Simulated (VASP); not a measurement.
# Si (Fd-3m) in VASP: G0W0 quasiparticle levels with PBE

Aim: the G0W0 quasiparticle levels of Si with PBE.

Everything below comes from runs of VASP 6.6.1. Logs are shortened: lines on timing, memory, paths and dates and some standing lists are left out, and cuts for length are marked.

**1. The structure**

The structure is cubic, space group Fd-3m (No. 227). Conventional cell: a = 5.444 Å, b = 5.444 Å, c = 5.444 Å, α = 90.00°, β = 90.00°, γ = 90.00°. Si (site symmetry -43m) is surrounded by 4 Si at 2.36 Å.

**2. G0W0 quasiparticle levels, PBE**

Contents of POSCAR:

```
Si
1.0
    0.0000000000      2.7218511865      2.7218511865
    2.7218511865      0.0000000000      2.7218511865
    2.7218511865      2.7218511865      0.0000000000
Si
2
Direct
    0.5000000000      0.5000000000      0.5000000000
    0.7500000000      0.7500000000      0.7500000000
```

Contents of INCAR.step1:

```
SYSTEM = Si
PREC     = Accurate       ! precision mode
ENCUT    = 450            ! plane-wave cutoff, eV
EDIFF    = 1E-8           ! SCF threshold, eV
ISMEAR   = 0              ! smearing method
SIGMA    = 0.01           ! smearing width, eV
LREAL    = .False.        ! projectors in reciprocal space
LASPH    = .True.         ! aspherical terms in the spheres
NELM     = 60             ! most SCF steps
ALGO     = Fast           ! electronic algorithm
LWAVE    = .True.         ! write WAVECAR
LCHARG   = .False.        ! write CHGCAR
GGA      = PE             ! functional
```

Contents of INCAR.step2:

```
SYSTEM = Si
PREC     = Accurate       ! precision mode
ENCUT    = 450            ! plane-wave cutoff, eV
EDIFF    = 1E-8           ! SCF threshold, eV
ISMEAR   = 0              ! smearing method
SIGMA    = 0.01           ! smearing width, eV
LREAL    = .False.        ! projectors in reciprocal space
LASPH    = .True.         ! aspherical terms in the spheres
NELM     = 1              ! most SCF steps
ALGO     = Exact          ! electronic algorithm
LWAVE    = .True.         ! write WAVECAR
LCHARG   = .False.        ! write CHGCAR
GGA      = PE             ! functional
NBANDS   = 124            ! bands
LOPTICS  = .True.         ! frequency-dependent dielectric function
ISTART   = 1
```

Contents of INCAR.step3:

```
SYSTEM = Si
PREC     = Accurate       ! precision mode
ENCUT    = 450            ! plane-wave cutoff, eV
EDIFF    = 1E-8           ! SCF threshold, eV
ISMEAR   = 0              ! smearing method
SIGMA    = 0.01           ! smearing width, eV
LREAL    = .False.        ! projectors in reciprocal space
LASPH    = .True.         ! aspherical terms in the spheres
ALGO     = EVGW0          ! electronic algorithm
LWAVE    = .False.        ! write WAVECAR
LCHARG   = .False.        ! write CHGCAR
GGA      = PE             ! functional
NELMGW   = 1            
NBANDS   = 124            ! bands
ENCUTGW  = 120            ! cutoff of the response function
NOMEGA   = 50             ! frequency points
PRECFOCK = Fast         
ISTART   = 1            
NBANDSGW = 12
```

Contents of KPOINTS:

```
Automatic mesh
0
Gamma
  6 6 6
  0 0 0
```

Potentials or basis: VASP PAW PBE potentials, release 64 (Si_GW).

On the command line:

```
$ cat potpaw_PBE.64/Si_GW/POTCAR > POTCAR
$ cp INCAR.step1 INCAR
$ mpirun -np 1 vasp_std > vasp.out
$ cp INCAR.step2 INCAR
$ mpirun -np 1 vasp_std > vasp.out
$ cp INCAR.step3 INCAR
$ mpirun -np 1 vasp_std > vasp.out
```

OUTCAR:

```text
SYSTEM = Si
   PREC = Accurate
   ENCUT = 450
   EDIFF = 1E-8
   ISMEAR = 0
   LREAL = .False.
   LASPH = .True.
   GGA = PE
   NELMGW = 1
   ENCUTGW = 120
   PRECFOCK = Fast
   ISTART = 1

 ion  position               nearest neighbor table
   1  0.500  0.500  0.500-   2 2.36   2 2.36   2 2.36   2 2.36
   2  0.750  0.750  0.750-   1 2.36   1 2.36   1 2.36   1 2.36

  LATTYP: Found a face centered cubic cell.
 ALAT       =     5.4437023730

  Lattice vectors:

 A1 = (   0.0000000000,   2.7218511865,   2.7218511865)
 A2 = (   2.7218511865,   0.0000000000,   2.7218511865)
 A3 = (   2.7218511865,   2.7218511865,   0.0000000000)

Analysis of symmetry for initial positions (statically):
=====================================================================
 Subroutine PRICEL returns:
 Original cell was already a primitive cell.

 Routine SETGRP: Setting up the symmetry group for a
 face centered cubic supercell.

 Subroutine GETGRP returns: Found 48 space group operations
 (whereof 24 operations were pure point group operations)
 out of a pool of 48 trial point group operations.

The static configuration has the point symmetry T_d .
 The point group associated with its full space group is O_h .

Analysis of symmetry for dynamics (positions and initial velocities):
=====================================================================
 Subroutine PRICEL returns:
 Original cell was already a primitive cell.

 Routine SETGRP: Setting up the symmetry group for a
 face centered cubic supercell.

 Subroutine GETGRP returns: Found 48 space group operations
 (whereof 24 operations were pure point group operations)
 out of a pool of 48 trial point group operations.

The dynamic configuration has the point symmetry T_d .
 The point group associated with its full space group is O_h .

 Subroutine INISYM returns: Found 48 space group operations
 (whereof 24 operations are pure point group operations),
 and found     1 'primitive' translations

----------------------------------------------------------------------------------------

                                     Primitive cell

  volume of cell :      40.3295

  direct lattice vectors                    reciprocal lattice vectors
     0.000000000  2.721851186  2.721851186    -0.183698507  0.183698507  0.183698507
     2.721851186  0.000000000  2.721851186     0.183698507 -0.183698507  0.183698507
     2.721851186  2.721851186  0.000000000     0.183698507  0.183698507 -0.183698507

  length of vectors
     3.849278863  3.849278863  3.849278863     0.318175148  0.318175148  0.318175148

  position of ions in fractional coordinates (direct lattice)
     0.500000000  0.500000000  0.500000000
     0.750000000  0.750000000  0.750000000

  ion indices of the primitive-cell ions
   primitive index   ion index
                 1           1
                 2           2

----------------------------------------------------------------------------------------

 KPOINTS: Automatic mesh

Automatic generation of k-mesh.
 Grid dimensions read from file:
 generate k-points for:    6    6    6

 Generating k-lattice:

  Cartesian coordinates                     Fractional coordinates (reciprocal lattice)
    -0.030616418  0.030616418  0.030616418     0.166666667  0.000000000  0.000000000
     0.030616418 -0.030616418  0.030616418     0.000000000  0.166666667  0.000000000
     0.030616418  0.030616418 -0.030616418     0.000000000  0.000000000  0.166666667

  Length of vectors
     0.053029191  0.053029191  0.053029191

  Shift w.r.t. Gamma in fractional coordinates (k-lattice)
     0.000000000  0.000000000  0.000000000

 Subroutine IBZKPT returns following result:
 ===========================================

 Found     16 irreducible k-points:

 Following reciprocal coordinates:
            Coordinates               Weight
  0.000000  0.000000  0.000000      1.000000
  0.166667  0.000000  0.000000      8.000000
  0.333333  0.000000  0.000000      8.000000
  0.500000  0.000000  0.000000      4.000000
  0.166667  0.166667  0.000000      6.000000
  0.333333  0.166667  0.000000     24.000000
[... 8 lines left out ...]
 -0.333333  0.333333  0.166667     24.000000
 -0.333333  0.500000  0.166667     12.000000
   k-points           NKPTS =     16   k-points in BZ     NKDIM =    216   number of bands    NBANDS=    124
   number of dos      NEDOS =    301   number of ions     NIONS =      2
   total plane-waves  NPLWV =  21952
   dimension x,y,z NGX =    28 NGY =   28 NGZ =   28
   dimension x,y,z NGXF=    56 NGYF=   56 NGZF=   56
   ions per type =               2
   NGX,Y,Z   is equivalent  to a cutoff of  12.09, 12.09, 12.09 a.u.
   NGXF,Y,Z  is equivalent  to a cutoff of  24.19, 24.19, 24.19 a.u.
 SYSTEM =  Si
   PREC   = accura    normal or accurate (medium, high low for compatibility)
   ISTART =      1    job   : 0-new  1-cont  2-samecut
   ICHARG =      0    charge: 1-file 2-atom 10-const
   ISPIN  =      1    spin polarized calculation?
   LNONCOLLINEAR =      F non collinear calculations
   LSORBIT =      F    spin-orbit coupling
   LASPH  =      T    aspherical Exc in radial PAW
   ENCUT  =  450.0 eV  33.07 Ry    5.75 a.u.   6.66  6.66  6.66*2*pi/ulx,y,z
   NELM   =     60;   NELMIN=  2; NELMDL=  0     # of ELM steps
   EDIFF  = 0.1E-07   stopping-criterion for ELM
   LREAL  =      F    real-space projection
   EDIFFG = 0.1E-06   stopping-criterion for IOM
   NSW    =      0    number of steps for IOM
   IBRION =     -1    ionic relax: 0-MD 1-quasi-New 2-CG
   NFREE  =      0    steps in history (QN), initial steepest desc. (CG)
   ISIF   =      0    stress and relaxation
   ISYM   =      3    0-nonsym 1-usesym 2-fastsym
   POTIM  = 0.5000    time-step for ionic-motion
   TEBEG  =    0.0;   TEEND  =   0.0 temperature during run
   PSTRESS=    0.0 pullay stress
   NELECT =       8.0000    total number of electrons
   NUPDOWN=      -1.0000    fix difference up-down
   EMIN   =  10.00;   EMAX   =-10.00  energy-range for DOS
   EFERMI =   0.00;   METHOD = LEGACY
   ISMEAR =     0;   SIGMA  =   0.01  broadening in eV -4-tet -1-fermi 0-gaus
   EFERMI_NEDOS =   21; number of points for ismear=-14 and -15
   IALGO  =     38    algorithm
   IMIX   =      4    mixing-type and parameters
     AMIX     =   0.40;   BMIX     =  1.00
     AMIX_MAG =   1.60;   BMIX_MAG =  1.00
  volume/ion in A,a.u.               =      20.16       136.08
  Fermi-wavevector in a.u.,A,eV,Ry     =   0.954766  1.804247 12.402783  0.911579
  Thomas-Fermi vector in A             =   2.083543
   LORBIT       =      0    0 simple, 1 ext, 2 COOP (PROOUT), +10 PAW based schemes
   GGA     = PE    functional components
   LHFCALC =     T    Hartree Fock is set to
   PRECFOCK=fast      Normal, Fast or Accurate (Low or Medium for compatibility)
   ENCUT4O =  -1.0   cutoff for four orbital integrals eV
   NKREDX  =     1    reduce k-point grid by
   NKREDY  =     1    reduce k-point grid by
   NKREDZ  =     1    reduce k-point grid by
   AEXX    =    1.0000 exact exchange contribution
   HFSCREEN=    0.0000 screening length (either q_TF or 0.3 A-1)
   HFSCREENC=   0.0000 screening length for correlation (either q_TF or 0.3 A-1)
   ENCUTFOCK=  -1.0 apply spherical cutoff to Coloumb kernel
   IVDW    =     0    specifies the selected vdW correction
   LEPSILON=     F    determine dielectric tensor
   LRPA    =     F    only Hartree local field effects (RPA)
   LRPAFORCE           =     F    calculate RPA forces
   ENCUTGW             = 120.0    cutoff for response function in eV
   ENCUTGWSOFT         =  96.0    soft cutoff for Coulomb kernel in GW response function in eV
   ENCUTLF             =  -1.0    cutoff for local field effects
   NELMGW              =     1    number of iterations in solving QP/BSE equation
   NELMHF              =     1    number of iterations in the inner HF iteration
   NKREDLFX            =     1    NKREDLFY  =   1   NKREDLFZ  =   1
 non-spin polarized calculation
 Gauss-broadening in eV      SIGMA  =   0.01
  energy-cutoff  :      450.00
  volume of cell :       40.33
 maximum number of plane-waves:       893
 NGX is ok and might be reduce to    28
  NGX = 16; NGY = 16; NGZ = 16
   NGX = 13   NGY = 13   NGZ = 13
 maximum number of plane-waves:       129

 QP shifts <psi_nk| G(iteration)W_0 |psi_nk>: iteration 1
 for sc-GW calculations column KS-energies equals QP-energies in previous step
 and V_xc(KS)=  KS-energies - (<T + V_ion + V_H > + <T+V_H+V_ion>^1  + <V_x>^1)

 k-point   1 :       0.0000    0.0000    0.0000
  band No.  KS-energies  QP-energies   sigma(KS)   V_xc(KS)     V^pw_x(r,r')   Z            occupation Imag(sigma)

      1      -6.5136      -6.9177     -11.0688     -10.4438     -17.4867       0.6467       2.0000       1.1637
      2       5.4008       4.9395     -12.0011     -11.3898     -12.7052       0.7545       2.0000       0.0659
      3       5.4008       4.9395     -12.0011     -11.3898     -12.7052       0.7545       2.0000       0.0659
      4       5.4008       4.9395     -12.0011     -11.3898     -12.7052       0.7545       2.0000       0.0659
      5       7.9569       8.1128      -9.8841     -10.0920      -5.7149       0.7501       0.0000      -0.0580
      6       7.9569       8.1128      -9.8841     -10.0920      -5.7149       0.7501       0.0000      -0.0580
      7       7.9569       8.1128      -9.8841     -10.0920      -5.7149       0.7501       0.0000      -0.0580
      8       8.6788       8.9680     -10.6670     -11.0549      -6.0920       0.7457       0.0000      -0.0591
      9      13.1182      13.3325      -9.6990      -9.9891      -4.2082       0.7387       0.0000      -0.2229
     10      13.1182      13.3325      -9.6990      -9.9891      -4.2082       0.7387       0.0000      -0.2229
     11      13.3281      13.1323      -8.0157      -7.7591      -2.6692       0.7626       0.0000      -0.2793
     12      16.6238      16.5581      -8.4291      -8.3408      -2.2713       0.7457       0.0000      -0.6166

 k-point   2 :       0.1667    0.0000    0.0000
  band No.  KS-energies  QP-energies   sigma(KS)   V_xc(KS)     V^pw_x(r,r')   Z            occupation Imag(sigma)
[... 225 lines left out ...]
      1      -2.2778      -2.7246     -11.5861     -10.9407     -16.0411       0.6923       2.0000       0.5386
      2      -2.2778      -2.7246     -11.5861     -10.9407     -16.0411       0.6923       2.0000       0.5386
      3       1.7822       1.2338     -10.8842     -10.1239     -12.9346       0.7213       2.0000       0.1102
      4       1.7822       1.2338     -10.8842     -10.1239     -12.9346       0.7213       2.0000       0.1102
      5       8.1484       8.2080      -9.4549      -9.5338      -5.1783       0.7555       0.0000      -0.0662
      6       8.1484       8.2080      -9.4549      -9.5338      -5.1783       0.7555       0.0000      -0.0662
      7      12.1357      12.2649      -9.9631     -10.1401      -4.3480       0.7299       0.0000      -0.2286
      8      12.1357      12.2649      -9.9631     -10.1401      -4.3480       0.7299       0.0000      -0.2286
      9      15.9281      16.0721     -10.4713     -10.6708      -3.8602       0.7219       0.0000      -0.5464
     10      15.9281      16.0721     -10.4713     -10.6708      -3.8602       0.7219       0.0000      -0.5464
     11      18.2956      18.4339     -10.1928     -10.3830      -3.3663       0.7269       0.0000      -0.7329
     12      18.2956      18.4339     -10.1928     -10.3830      -3.3663       0.7269       0.0000      -0.7329
```

It took 3.4 min on 1 thread of Intel Xeon 6975P-C (Granite Rapids), shared host; peak memory 0.63 GiB.

What came out:

| Item | Value |
| --- | --- |
| Band gap on the k mesh, mean-field level | 0.72 eV, indirect (least direct gap 2.56 eV) |
| Quasiparticle gap | 1.19 eV |
| Least direct quasiparticle gap | 3.17 eV |

Levels at points of the mesh, in eV from the valence-band top:
```tsv
k point	band 1	band 2	band 3	band 4	band 5	band 6	band 7	band 8
(0.00, 0.00, 0.00)	-11.91	0.00	0.00	0.00	2.56	2.56	2.56	3.28
(0.50, 0.00, 0.00)	-9.60	-6.94	-1.19	-1.19	1.51	3.34	3.34	7.72
(0.50, 0.50, 0.00)	-7.80	-7.80	-2.83	-2.83	0.72	0.72	10.04	10.04
```

Caveat: bands, screening cutoff and mesh are small and nothing is extrapolated, so the quasiparticle values aren't converged. A k mesh can miss the band edges.
